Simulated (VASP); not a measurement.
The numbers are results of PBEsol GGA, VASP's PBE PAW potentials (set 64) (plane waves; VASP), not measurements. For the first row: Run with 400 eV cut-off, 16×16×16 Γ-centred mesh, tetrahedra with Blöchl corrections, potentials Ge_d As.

| system | energy (eV/atom) |
|---|---|
| GeAs (space group I4mm) | -4.9979 |
| Ge (diamond) | -4.9367 |
| As (a7) | -5.1080 |

The references are the elements' solids at the same level; no temperature or zero-point terms are added.

Task: What is the formation energy per atom of GeAs?

Result: The references average (1×(-4.9367) + 1×(-5.1080))/2 = -5.0223 eV, so the formation energy is -4.9979 − (-5.0223) = 0.024 eV/atom.
